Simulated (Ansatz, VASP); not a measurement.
Hf2Bi2O: VASP beside Ansatz

```
Hf Bi O
1.0
     3.77726    0.00000    0.00000
     0.00000    3.77726    0.00000
     0.00000    0.00000    7.68459
Hf Bi O
2 2 1
Direct
  0.00000 0.00000 0.26191
  0.00000 0.00000 0.73809
  0.50000 0.50000 0.00000
  0.50000 0.50000 0.50000
  0.00000 0.00000 0.00000
```

Alike in both runs: functional PBE; k mesh 4 × 4 × 4; occupations gaussian, width 0.1 eV; no spin polarisation.

Ansatz relaxed the structure, and its values are those at the end. VASP's run is a single point on that final structure, the one shown.

|  | VASP | Ansatz |
| --- | --- | --- |
| version | VASP 6.6.1 | Ansatz 0.2.0 |
| potentials or method | VASP PAW PBE potentials, release 64 (Hf_pv, Bi_d, O) | scalar-relativistic, plane waves, PAW |
| plane-wave cutoff (eV) | 520 | 420 |
| valence electrons in the cell | 56 | 88 |

```csv
,VASP,Ansatz,Ansatz less VASP
gap on the k mesh at the Fermi level (eV),none,none,-
pressure (GPa),-0.5,0.0,+0.54
rms of the force components (eV/Å),0.039,0.002,-0.0367
```

A gap of «none» marks a metal or a gap that the smearing closes. With one functional, cell and mesh, what is left measures potentials, basis and numerics. The two sets of potentials don't hold the same shells in valence.

Caveats: the k mesh is coarse (spacing up to 0.42 Å⁻¹), so the values aren't converged; spin-orbit coupling is left out, which moves the levels of the heavy elements.
